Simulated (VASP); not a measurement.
Runs of VASP 6.6.1 on TaN. It takes space group Fm-3m (No. 225, cubic). Conventional cell: a = 4.423 Å, b = 4.423 Å, c = 4.423 Å, α = 90.00°, β = 90.00°, γ = 90.00°. Ta (site symmetry m-3m) is surrounded by 6 N at 2.21 Å. N (site symmetry m-3m) has 6 Ta at 2.21 Å as nearest neighbours. The cell comes from a database or a generator and needn't be the stable form of this composition.

| task | level | potentials or basis | cell | k mesh | cutoff (eV) | mesh quality | gap on the mesh (eV) | pressure (GPa) | relaxed volume (Å³/atom) |
| --- | --- | --- | --- | --- | --- | --- | --- | --- | --- |
| relaxation of cell and atoms | PBEsol | VASP PAW PBE potentials, release 64 (Ta_pv, N) | relaxed | 16 × 16 × 16 | 600 | not flagged | none | 0.0 | 10.50 |
| relaxation of cell and atoms | PBE+D3(BJ) | VASP PAW PBE potentials, release 64 (Ta_pv, N) | relaxed | 16 × 16 × 16 | 600 | not flagged | none | 0.0 | 10.56 |
| single point | PBEsol | VASP PAW PBE potentials, release 64 (Ta_pv, N) | as given | 16 × 16 × 16 | 520 | not flagged | none | -9.8 | - |
| relaxation of cell and atoms | PBEsol | VASP PAW PBE potentials, release 64 (Ta_pv, N) | relaxed | 6 × 6 × 6 | 600 | coarse | - | 0.0 | 10.51 |
| relaxation of cell and atoms | PBEsol | VASP PAW PBE potentials, release 64 (Ta, N) | relaxed | 16 × 16 × 16 | 580 | not flagged | none | 0.0 | (a) |
| relaxation of cell and atoms | LDA | VASP PAW LDA potentials, release 64 (Ta_pv, N) | relaxed | 16 × 16 × 16 | 600 | not flagged | none | 0.0 | 10.33 |
| relaxation of cell and atoms | RPBE | VASP PAW PBE potentials, release 64 (Ta_pv, N) | relaxed | 16 × 16 × 16 | 600 | not flagged | none | 0.0 | 10.95 |
| relaxation of cell and atoms | PBE | VASP PAW PBE potentials, release 64 (Ta_pv, N) | relaxed | 16 × 16 × 16 | 600 | not flagged | none | 0.0 | (b) |
| relaxation of cell and atoms | PBEsol | VASP PAW PBE potentials, release 64 (Ta_pv, N_s) | relaxed | 16 × 16 × 16 | 480 | not flagged | none | 0.0 | 10.50 |

Alike in all rows: no spin polarisation; smearing gaussian 0.1 eV.

Fill in the values left out.

(a) 10.48; (b) 10.80.

Caveats: some runs use coarse meshes; the PAW data sets were made with another functional, which shifts forces and pressure a little (some runs); pairwise dispersion overbinds metals, which lowers pressure and volume (some runs); the bands computed are all filled at some k points, so no gap is given (some runs).

A k mesh can miss the band edges, and the runs leave out spin-orbit coupling on Ta.

A gap of «none» marks a metal or a gap under the smearing width.

The runs don't all hold the same shells in valence.
